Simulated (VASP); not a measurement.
Runs of VASP 6.6.1 on FInBr2. The cell holds a molecule in a box, 4 atoms: a = 12.000 Å, b = 13.000 Å, c = 13.000 Å, α = 90.00°, β = 90.00°, γ = 90.00°. 

| task | level | potentials or basis | cell | cutoff (eV) | grid for exact exchange (PRECFOCK) | exchange at q = 0 | gap on the mesh (eV) | largest force (eV/Å) |
| --- | --- | --- | --- | --- | --- | --- | --- | --- |
| relaxation of the atoms | LDA | VASP PAW LDA potentials, release 64 (F, In_d, Br) | atoms relaxed | 520 | - | - | 3.74 | - |
| relaxation of the atoms | BLYP+D3(BJ) | VASP PAW PBE potentials, release 64 (F_s, In_d, Br) | atoms relaxed | 400 | - | - | 3.26 | - |
| atomic charges | PBE+TS | VASP PAW PBE potentials, release 64 (F, In_d, Br) | as given | 520 | - | - | 3.75 | (a) |
| single point | PBE | VASP PAW PBE potentials, release 64 (F, In_d, Br) | as given | 520 | - | - | 3.75 | 0.75 |
| single point | PBE0+D3(BJ) | VASP PAW PBE potentials, release 64 (F, In_d, Br) | as given | 520 | Normal | truncated | 5.87 | (b) |

Alike in all rows: no spin polarisation; k mesh 1 × 1 × 1; smearing gaussian 0.01 eV.

Estimate the missing entries.

(a) 0.74; (b) 0.22.

Caveats: spin-orbit coupling is left out, which moves the levels of the heavy elements; the PAW data sets were made with another functional, which shifts forces and pressure a little (some runs).

A k mesh can miss the band edges, and the runs leave out spin-orbit coupling on Br, In.

Not every run made on this cell is shown here.
